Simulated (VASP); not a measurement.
Computed with LDA (Ceperley-Alder, Perdew-Zunger), VASP's LDA PAW potentials (set 64) (plane waves; VASP).

A VASP calculation is set up with these files.

INCAR:
```
! general
SYSTEM  = PbSe
PREC    = Accurate
ENCUT   = 520   ! plane-wave cut-off (eV)
LREAL   = .FALSE.   ! projection in real space or not
LASPH   = .TRUE.   ! aspherical one-centre terms
ICHARG  = 11   ! fixed density

! electronic loop
EDIFF   = 1E-7   ! SCF stop (eV)
NELM    = 100
ALGO    = Normal
LMAXMIX = 4   ! l cut-off of mixed one-centre charges

! smearing
ISMEAR  = 0   ! Gaussian
SIGMA   = 0.05   ! width (eV)

! output
LWAVE   = .FALSE.
LCHARG  = .FALSE.
LORBIT  = 11
```

### POSCAR
```
PbSe
1
    0.0000000000     3.0214032618     3.0214032618
    3.0214032618     0.0000000000     3.0214032618
    3.0214032618     3.0214032618     0.0000000000
Pb Se
1 1
Direct
  0.0000000000   0.0000000000   0.0000000000
  0.5000000000   0.5000000000   0.5000000000
```

File KPOINTS:
```
k-points along high-symmetry lines
15
Line-mode
Reciprocal
  0.000000   0.000000   0.000000 ! GAMMA
  0.500000   0.000000   0.500000 ! X

  0.500000   0.000000   0.500000 ! X
  0.625000   0.250000   0.625000 ! U

  0.375000   0.375000   0.750000 ! K
  0.000000   0.000000   0.000000 ! GAMMA

  0.000000   0.000000   0.000000 ! GAMMA
  0.500000   0.500000   0.500000 ! L

  0.500000   0.500000   0.500000 ! L
  0.500000   0.250000   0.750000 ! W

  0.500000   0.250000   0.750000 ! W
  0.500000   0.000000   0.500000 ! X
```

POTCAR, in this order: Pb_d Se (LDA.64 set). Program: vasp_std. Read from the step before: CHGCAR.

Output

OSZICAR:
```
       N       E                     dE             d eps       ncg     rms          rms(c)
DAV:   1     0.156852542172E+03    0.15685E+03   -0.98489E+03  2520   0.147E+03
DAV:   2     0.213378767019E+01   -0.15472E+03   -0.15128E+03  2622   0.353E+02
DAV:   3    -0.974604823682E+01   -0.11880E+02   -0.11495E+02  3378   0.103E+02
DAV:   4    -0.100393287831E+02   -0.29328E+00   -0.29225E+00  2770   0.186E+01
DAV:   5    -0.100489079473E+02   -0.95792E-02   -0.95788E-02  3514   0.337E+00
DAV:   6    -0.100493394613E+02   -0.43151E-03   -0.43151E-03  3306   0.586E-01
DAV:   7    -0.100493426063E+02   -0.31450E-05   -0.31449E-05  3648   0.519E-02
DAV:   8    -0.100493426591E+02   -0.52839E-07   -0.53234E-07  2986   0.690E-03
   1 F= -.10049343E+02 E0= -.10048764E+02  d E =-.115645E-02
```

OUTCAR:
```
 val. band max:        5.4413173297   @ k =   0.5000   0.5000   0.5000

 cond. band min:       5.4704292844   @ k =   0.5000   0.5000   0.5000



 k-point     1 :       0.0000    0.0000    0.0000
  band No.  band energies     occupation
      1     -11.4489      2.00000
      2     -11.4489      2.00000
      3     -11.4447      2.00000
      4     -11.4447      2.00000
      5     -11.4447      2.00000
      6      -8.5474      2.00000
      7      -0.9154      2.00000
      8       3.3570      2.00000
      9       3.3570      2.00000
     10       3.3570      2.00000
     11      10.0904      0.00000
     12      10.0904      0.00000
     13      10.0904      0.00000
     14      11.7972      0.00000

 k-point     2 :       0.0357    0.0000    0.0357
  band No.  band energies     occupation
      1     -11.4498      2.00000
      2     -11.4486      2.00000
      3     -11.4450      2.00000
      4     -11.4441      2.00000
      5     -11.4441      2.00000
      6      -8.5333      2.00000
      7      -0.9679      2.00000
      8       3.3361      2.00000
      9       3.3361      2.00000
     10       3.4464      2.00000
     11       9.7980      0.00000
     12      10.0599      0.00000
     13      10.0599      0.00000
     14      11.6494      0.00000

 k-point     3 :       0.0714    0.0000    0.0714
  band No.  band energies     occupation
      1     -11.4526      2.00000
      2     -11.4477      2.00000
      3     -11.4458      2.00000
      4     -11.4422      2.00000
      5     -11.4422      2.00000
      6      -8.4909      2.00000
      7      -1.1103      2.00000
      8       3.2749      2.00000
      9       3.2749      2.00000
     10       3.6933      2.00000
     11       9.1192      0.00000
     12       9.9943      0.00000
     13       9.9943      0.00000
     14      11.3296      0.00000

 k-point     4 :       0.1071    0.0000    0.1071
  band No.  band energies     occupation
      1     -11.4578      2.00000
...
```

The density is held fixed in this step, so its total energy and stress have no physical meaning. Unless said otherwise, spin-orbit coupling is left out, though it shifts the bands of the heavy elements here.

The compound is PbSe in the rock salt structure. It was relaxed first.
